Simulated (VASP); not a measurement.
Output of a VASP run:

OUTCAR:
```
 ion  position               nearest neighbor table
   1  0.222  0.111  0.250-  48 1.90  44 1.90  36 1.92  37 1.94   2 3.09  14 3.09  16 3.09  10 3.09
                            12 3.09   4 3.10   5 3.12   9 3.13  24 3.13  32 3.13  17 3.13  13 3.13
   2  0.111  0.222  0.000-  37 1.90  38 1.90  41 1.90  61 1.90   7 3.05   3 3.09   1 3.09  24 3.09
                            26 3.09   5 3.11  14 3.13  25 3.13  10 3.13  33 3.13  18 3.13   6 3.13
   3  0.222  0.111  0.750-  39 1.88  50 1.90  46 1.90  38 1.91   2 3.09  14 3.09  16 3.09  10 3.09
                            12 3.09   4 3.12   7 3.13  11 3.13  26 3.13  34 3.13  19 3.13  15 3.13
   4  0.105  0.222  0.499-  59 1.85  39 1.92  36 1.95  24 3.05   5 3.07  26 3.07  27 3.08  35 3.10
                             1 3.10   7 3.11  71 3.11   3 3.12   8 3.14  12 3.15  16 3.18
   5  0.226  0.445  0.252-  52 1.84  40 1.88  37 1.92  71 3.05   4 3.07  18 3.09  17 3.10   2 3.11
                            20 3.11   8 3.11   1 3.12   6 3.12   9 3.14  24 3.15  28 3.16
   6  0.111  0.556  0.000-  45 1.90  65 1.90  41 1.90  40 1.94   7 3.06   9 3.09  11 3.09  28 3.09
                            30 3.09   5 3.12  10 3.13  18 3.13  29 3.13  21 3.13  25 3.13   2 3.13
   7  0.216  0.441  0.752-  42 1.85  41 1.89  39 1.93  54 1.98   2 3.05   6 3.06  71 3.08  26 3.08
                            30 3.09  18 3.10   4 3.11   8 3.13   3 3.13  11 3.13  19 3.17  22 3.17
   8  0.107  0.558  0.500-  43 1.85  63 1.87  42 1.90  28 3.07  30 3.07   9 3.07  31 3.08  11 3.08
                            12 3.09   5 3.11  27 3.12   7 3.13  71 3.13  23 3.14   4 3.14
   9  0.222  0.778  0.250-  40 1.88  43 1.88  44 1.90  56 1.90   8 3.07  10 3.09  12 3.09  21 3.09
                            23 3.09   6 3.09   1 3.13  32 3.13  28 3.13  13 3.13  20 3.13   5 3.14
  10  0.111  0.889  0.000-  45 1.90  38 1.90  69 1.90  44 1.91   9 3.09  11 3.09   1 3.09   3 3.09
                            32 3.09  34 3.09   6 3.13  21 3.13  33 3.13   2 3.13  29 3.13  14 3.13
  11  0.222  0.778  0.750-  46 1.90  58 1.90  45 1.91  42 1.94   8 3.08  10 3.09  12 3.09  21 3.09
                            23 3.09   6 3.09   3 3.13  34 3.13  30 3.13  15 3.13  22 3.13   7 3.13
  12  0.111  0.889  0.500-  36 1.89  67 1.90  46 1.91  43 1.95   9 3.09  11 3.09   1 3.09   3 3.09
                            32 3.09  34 3.09   8 3.09  23 3.13  35 3.13  31 3.13  16 3.13   4 3.15
  13  0.556  0.111  0.250-  60 1.90  56 1.90  48 1.90  47 1.91  25 3.09  27 3.09  21 3.09  23 3.09
                            14 3.09  16 3.09  17 3.13  24 3.13  20 3.13  28 3.13   9 3.13   1 3.13
  14  0.444  0.222  0.000-  38 1.90  53 1.90  49 1.90  48 1.91   1 3.09   3 3.09  17 3.09  19 3.09
                            13 3.09  15 3.09   2 3.13  21 3.13  10 3.13  18 3.13  25 3.13  29 3.13
  15  0.556  0.111  0.750-  62 1.90  58 1.90  50 1.90  49 1.91  25 3.09  27 3.09  21 3.09  23 3.09
                            14 3.09  16 3.09  26 3.13  19 3.13  22 3.13  30 3.13  11 3.13   3 3.13
  16  0.444  0.222  0.500-  36 1.89  47 1.90  50 1.91  51 1.93   1 3.09   3 3.09  17 3.09  19 3.09
                            13 3.09  15 3.09  71 3.13  23 3.13  12 3.13  27 3.13  31 3.13   4 3.18
  17  0.556  0.444  0.250-  48 1.90  64 1.90  51 1.90  52 1.94  14 3.09  16 3.09  29 3.09  31 3.09
                            18 3.09   5 3.10  13 3.13  28 3.13   1 3.13  32 3.13  20 3.13  71 3.13
  18  0.444  0.556  0.000-  52 1.89  41 1.90  57 1.90  53 1.90  20 3.09  22 3.09  17 3.09  19 3.09
                             5 3.09   7 3.10  21 3.13   6 3.13   2 3.13  33 3.13  29 3.13  14 3.13
  19  0.556  0.444  0.750-  50 1.90  66 1.90  53 1.91  54 1.92  71 3.07  16 3.09  29 3.09  31 3.09
                            14 3.09  18 3.09  15 3.13  30 3.13  34 3.13   3 3.13  22 3.13   7 3.17
  20  0.556  0.778  0.250-  55 1.90  68 1.90  56 1.90  52 1.93  33 3.09  35 3.09  18 3.09  21 3.09
                            23 3.09   5 3.11  32 3.13  13 3.13  24 3.13  17 3.13   9 3.13  71 3.14
  21  0.444  0.889  0.000-  45 1.90  49 1.90  57 1.90  56 1.91   9 3.09  11 3.09  13 3.09  15 3.09
                            20 3.09  22 3.09  10 3.13  18 3.13  14 3.13   6 3.13  25 3.13  33 3.13
  22  0.556  0.778  0.750-  54 1.88  70 1.90  58 1.90  57 1.91  71 3.08  35 3.09  33 3.09  18 3.09
                            23 3.09  21 3.09  34 3.13  15 3.13  26 3.13  19 3.13  11 3.13   7 3.17
  23  0.444  0.889  0.500-  47 1.90  58 1.91  43 1.92  55 1.93   9 3.09  11 3.09  13 3.09  15 3.09
                            20 3.09  22 3.09  12 3.13  16 3.13  27 3.13  35 3.13  71 3.13   8 3.14
  24  0.889  0.111  0.250-  37 1.87  60 1.90  68 1.90  59 1.91   4 3.05  25 3.09  27 3.09  33 3.09
                            35 3.09   2 3.09  13 3.13  28 3.13   1 3.13  32 3.13  20 3.13   5 3.15
  25  0.778  0.222  0.000-  61 1.90  49 1.90  65 1.90  60 1.91  24 3.09  26 3.09  13 3.09  15 3.09
                            28 3.09  30 3.09   2 3.13  33 3.13  21 3.13   6 3.13  14 3.13  29 3.13
  26  0.889  0.111  0.750-  39 1.88  62 1.90  70 1.90  61 1.91   4 3.07   7 3.08  25 3.09  27 3.09
                            33 3.09  35 3.09   2 3.09  15 3.13  30 3.13  34 3.13   3 3.13  22 3.13
  27  0.778  0.222  0.500-  59 1.90  47 1.90  63 1.90  62 1.91   4 3.08  24 3.09  26 3.09  13 3.09
                            15 3.09  28 3.09  30 3.09   8 3.12  35 3.13  23 3.13  31 3.13  16 3.13
  28  0.889  0.444  0.250-  60 1.90  64 1.90  63 1.91  40 1.95   8 3.07  25 3.09  27 3.09   6 3.09
                            29 3.09  31 3.09  17 3.13  24 3.13  13 3.13   9 3.13  32 3.13   5 3.16
  29  0.778  0.556  0.000-  69 1.90  53 1.90  65 1.90  64 1.91  32 3.09  34 3.09  17 3.09  19 3.09
                            28 3.09  30 3.09  33 3.13   6 3.13  10 3.13  25 3.13  18 3.13  14 3.13
  30  0.889  0.444  0.750-  62 1.90  66 1.90  65 1.91  42 1.92   8 3.07   7 3.09  25 3.09  27 3.09
                             6 3.09  29 3.09  31 3.09  26 3.13  19 3.13  15 3.13  11 3.13  34 3.13
  31  0.778  0.556  0.500-  51 1.85  67 1.90  63 1.90  66 1.91   8 3.08  32 3.09  34 3.09  17 3.09
                            19 3.09  28 3.09  30 3.09  35 3.13  12 3.13  27 3.13  16 3.13  71 3.18
  32  0.889  0.778  0.250-  68 1.90  64 1.90  44 1.90  67 1.91  33 3.09  35 3.09  29 3.09  31 3.09
                            10 3.09  12 3.09  20 3.13   9 3.13  24 3.13   1 3.13  17 3.13  28 3.13
  33  0.778  0.889  0.000-  69 1.90  57 1.90  61 1.90  68 1.91  32 3.09  34 3.09  20 3.09  22 3.09
                            24 3.09  26 3.09  29 3.13  10 3.13  25 3.13   2 3.13  18 3.13  21 3.13
  34  0.889  0.778  0.750-  70 1.90  66 1.90  46 1.90  69 1.91  33 3.09  35 3.09  29 3.09  31 3.09
                            10 3.09  12 3.09  22 3.13  11 3.13  26 3.13   3 3.13  19 3.13  30 3.13
  35  0.778  0.889  0.500-  55 1.90  67 1.90  59 1.90  70 1.91  32 3.09  34 3.09  20 3.09  22 3.09
                            24 3.09  26 3.09   4 3.10  31 3.13  27 3.13  12 3.13  23 3.13  71 3.18
  36  0.223  0.110  0.441-  16 1.89  12 1.89   1 1.92   4 1.95
  37  0.106  0.221  0.189-  24 1.87   2 1.90   5 1.92   1 1.94
  38  0.222  0.111  0.941-   2 1.90  14 1.90  10 1.90   3 1.91
  39  0.108  0.217  0.691-  26 1.88   3 1.88   4 1.92   7 1.93
  40  0.118  0.557  0.193-   9 1.88   5 1.88   6 1.94  28 1.95
  41  0.222  0.444  0.941-   7 1.89   2 1.90  18 1.90   6 1.90
  42  0.112  0.551  0.689-   7 1.85   8 1.90  30 1.92  11 1.94
  43  0.221  0.772  0.438-   8 1.85   9 1.88  23 1.92  12 1.95
  44  0.111  0.889  0.191-   9 1.90   1 1.90  32 1.90  10 1.91
...
```

**OSZICAR**
```
...
RMM:   3    -0.500109885458E+03    0.27480E-04   -0.20660E-03   362   0.106E-01    0.583E-02
RMM:   4    -0.500109840691E+03    0.44768E-04   -0.61405E-04   361   0.530E-02    0.195E-02
RMM:   5    -0.500109851064E+03   -0.10373E-04   -0.11708E-04   349   0.212E-02    0.130E-02
RMM:   6    -0.500109852382E+03   -0.13186E-05   -0.14075E-05   220   0.866E-03
  39 F= -.50010985E+03 E0= -.50010985E+03  d E =-.884444E-02
       N       E                     dE             d eps       ncg     rms          rms(c)
DAV:   1    -0.500113118878E+03   -0.32678E-02   -0.65231E-01   360   0.209E+00    0.144E-01
RMM:   2    -0.500113804024E+03   -0.68515E-03   -0.10152E-02   360   0.229E-01    0.675E-02
RMM:   3    -0.500113790792E+03    0.13232E-04   -0.12892E-03   362   0.821E-02    0.438E-02
RMM:   4    -0.500113765646E+03    0.25146E-04   -0.35441E-04   362   0.397E-02    0.148E-02
RMM:   5    -0.500113771698E+03   -0.60520E-05   -0.67245E-05   293   0.160E-02
  40 F= -.50011377E+03 E0= -.50011377E+03  d E =-.391932E-02
       N       E                     dE             d eps       ncg     rms          rms(c)
DAV:   1    -0.500114355611E+03   -0.58997E-03   -0.53155E-01   384   0.189E+00    0.130E-01
RMM:   2    -0.500114917811E+03   -0.56220E-03   -0.82919E-03   360   0.207E-01    0.611E-02
RMM:   3    -0.500114909168E+03    0.86428E-05   -0.10608E-03   362   0.745E-02    0.397E-02
RMM:   4    -0.500114889719E+03    0.19449E-04   -0.28983E-04   362   0.360E-02    0.136E-02
RMM:   5    -0.500114894681E+03   -0.49615E-05   -0.54710E-05   280   0.146E-02
  41 F= -.50011489E+03 E0= -.50011489E+03  d E =-.504230E-02
       N       E                     dE             d eps       ncg     rms          rms(c)
DAV:   1    -0.500116268781E+03   -0.13791E-02   -0.27205E-01   368   0.135E+00    0.880E-02
RMM:   2    -0.500116571743E+03   -0.30296E-03   -0.43236E-03   360   0.151E-01    0.442E-02
RMM:   3    -0.500116561525E+03    0.10219E-04   -0.51452E-04   362   0.531E-02    0.283E-02
RMM:   4    -0.500116548079E+03    0.13446E-04   -0.16096E-04   360   0.270E-02    0.899E-03
RMM:   5    -0.500116550421E+03   -0.23423E-05   -0.27451E-05   242   0.108E-02
  42 F= -.50011655E+03 E0= -.50011655E+03  d E =-.165574E-02
       N       E                     dE             d eps       ncg     rms          rms(c)
DAV:   1    -0.500116796857E+03   -0.24878E-03   -0.21971E-01   368   0.122E+00    0.791E-02
RMM:   2    -0.500117044663E+03   -0.24781E-03   -0.35072E-03   360   0.136E-01    0.398E-02
RMM:   3    -0.500117036817E+03    0.78459E-05   -0.41800E-04   362   0.478E-02    0.254E-02
RMM:   4    -0.500117026227E+03    0.10590E-04   -0.13061E-04   360   0.243E-02    0.818E-03
RMM:   5    -0.500117028049E+03   -0.18225E-05   -0.21520E-05   233   0.973E-03
  43 F= -.50011703E+03 E0= -.50011703E+03  d E =-.213337E-02
       N       E                     dE             d eps       ncg     rms          rms(c)
DAV:   1    -0.500117699573E+03   -0.67335E-03   -0.22113E-01   368   0.122E+00    0.767E-02
RMM:   2    -0.500117919097E+03   -0.21952E-03   -0.33906E-03   360   0.133E-01    0.387E-02
RMM:   3    -0.500117907703E+03    0.11393E-04   -0.41491E-04   361   0.477E-02    0.244E-02
RMM:   4    -0.500117898614E+03    0.90895E-05   -0.12918E-04   355   0.237E-02    0.802E-03
RMM:   5    -0.500117900486E+03   -0.18722E-05   -0.21151E-05   233   0.956E-03
  44 F= -.50011790E+03 E0= -.50011790E+03  d E =-.872437E-03
```

### OUTCAR
```
------------------------ aborting loop because EDIFF is reached ----------------------------------------
  FORCE on cell =-STRESS in cart. coord.  units (eV):
  Direction    XX          YY          ZZ          XY          YZ          ZX
  --------------------------------------------------------------------------------------
  Total        3.6214418     10.9616478      4.4896414     -6.4492990      1.1108138      4.0076691
  in kB        7.5895786     22.9726977      9.4090940    -13.5160151      2.3279703      8.3990082
  external PRESSURE =      13.3237901 kB  Pullay stress =       0.0000000 kB
  volume of cell :      764.49
      direct lattice vectors                 reciprocal lattice vectors
     4.693267657 -8.128978018  0.000000000     0.106535582 -0.061508347  0.000000000
     4.693267657  8.128978018  0.000000000     0.106535582  0.061508347  0.000000000
     0.000000000  0.000000000 10.019202616     0.000000000  0.000000000  0.099808342
  FREE ENERGIE OF THE ION-ELECTRON SYSTEM (eV)
  ---------------------------------------------------
  free  energy   TOTEN  =      -500.1179004861 eV

  energy  without entropy=     -500.1179004861  energy(sigma->0) =     -500.11790049

 reached required accuracy - stopping structural energy minimisation
```
(Selected blocks of OUTCAR.)

### POSCAR
```
Al35N35Si
1
    4.6932676572    -8.1289780179     0.0000000000
    4.6932676572     8.1289780179     0.0000000000
    0.0000000000     0.0000000000    10.0192026156
Al N Si
35 35 1
Direct
  0.2222220000   0.1111110000   0.2500000000
  0.1111110000   0.2222220000   0.0000000000
  0.2222220000   0.1111110000   0.7500000000
  0.1053260000   0.2217910000   0.4987370000
  0.2255760000   0.4447980000   0.2520200000
  0.1111110000   0.5555560000   0.0000000000
  0.2160990000   0.4411860000   0.7524350000
  0.1070830000   0.5576090000   0.4995190000
  0.2222220000   0.7777780000   0.2500000000
  0.1111110000   0.8888890000   0.0000000000
  0.2222220000   0.7777780000   0.7500000000
  0.1111110000   0.8888890000   0.5000000000
  0.5555560000   0.1111110000   0.2500000000
  0.4444440000   0.2222220000   0.0000000000
  0.5555560000   0.1111110000   0.7500000000
  0.4444440000   0.2222220000   0.5000000000
  0.5555560000   0.4444440000   0.2500000000
  0.4444440000   0.5555560000   0.0000000000
  0.5555560000   0.4444440000   0.7500000000
  0.5555560000   0.7777780000   0.2500000000
  0.4444440000   0.8888890000   0.0000000000
  0.5555560000   0.7777780000   0.7500000000
  0.4444440000   0.8888890000   0.5000000000
  0.8888890000   0.1111110000   0.2500000000
  0.7777780000   0.2222220000   0.0000000000
  0.8888890000   0.1111110000   0.7500000000
  0.7777780000   0.2222220000   0.5000000000
  0.8888890000   0.4444440000   0.2500000000
  0.7777780000   0.5555560000   0.0000000000
  0.8888890000   0.4444440000   0.7500000000
  0.7777780000   0.5555560000   0.5000000000
  0.8888890000   0.7777780000   0.2500000000
  0.7777780000   0.8888890000   0.0000000000
  0.8888890000   0.7777780000   0.7500000000
  0.7777780000   0.8888890000   0.5000000000
  0.2234870000   0.1101270000   0.4413940000
  0.1062270000   0.2211310000   0.1894160000
  0.2222220000   0.1111110000   0.9410000000
  0.1081690000   0.2168060000   0.6907480000
  0.1178430000   0.5571310000   0.1934760000
  0.2222220000   0.4444440000   0.9410000000
  0.1123580000   0.5512530000   0.6891520000
  0.2214140000   0.7724210000   0.4380750000
  0.1111110000   0.8888890000   0.1910000000
  0.2222220000   0.7777780000   0.9410000000
  0.1111110000   0.8888890000   0.6910000000
  0.5555560000   0.1111110000   0.4410000000
  0.4444440000   0.2222220000   0.1910000000
  0.5555560000   0.1111110000   0.9410000000
  0.4444440000   0.2222220000   0.6910000000
  0.5622060000   0.4478390000   0.4399230000
  0.4379690000   0.5530850000   0.1888870000
  0.5555560000   0.4444440000   0.9410000000
  0.4460880000   0.5590640000   0.6886670000
  0.5564490000   0.7750140000   0.4394630000
  0.4444440000   0.8888890000   0.1910000000
  0.5555560000   0.7777780000   0.9410000000
  0.4444440000   0.8888890000   0.6910000000
  0.8888890000   0.1111110000   0.4410000000
  0.7777780000   0.2222220000   0.1910000000
  0.8888890000   0.1111110000   0.9410000000
  0.7777780000   0.2222220000   0.6910000000
  0.8888890000   0.4444440000   0.4410000000
  0.7777780000   0.5555560000   0.1910000000
  0.8888890000   0.4444440000   0.9410000000
  0.7777780000   0.5555560000   0.6910000000
  0.8888890000   0.7777780000   0.4410000000
  0.7777780000   0.8888890000   0.1910000000
  0.8888890000   0.7777780000   0.9410000000
  0.7777780000   0.8888890000   0.6910000000
  0.4376220000   0.5518120000   0.5035520000
```

Problem. Reconstruct the remaining input files.

Solution. This is not unique; one that fits is the input of the run itself, PBE GGA, plane waves, VASP's PBE PAW potentials (set 64).

KPOINTS:
```
Automatic
0
gamma
1 1 1
0 0 0
```

INCAR:
```
SYSTEM=Al35N35Si
PREC=Normal; ENCUT=400; LREAL=Auto
LASPH=.TRUE.; ISYM=0; NELECT=286.0
EDIFF=1E-5; NELM=100; NELMIN=4
ALGO=Fast
ISMEAR=0; SIGMA=0.05
GGA=PE
IBRION=2; NSW=70; ISIF=2
EDIFFG=-0.03
LWAVE=.FALSE.; LCHARG=.FALSE.
```

POTCAR, in this order: Al N Si (PBE.64 set). Program: vasp_gam.

At this cut-off the stress carries a Pulay error, which pulls relaxed volumes low. The cell is charged, with a uniform compensating background. The supercell is sampled at Γ alone, which is coarse: total energies, pressure and levels can be off, energies of defects by several tenths of an eV.

The cell is a supercell with a defect, built from AlN (wurtzite): Si_Al-vac_N, charge -2. The run is not spin-polarised, so no state with unpaired spins was tried.
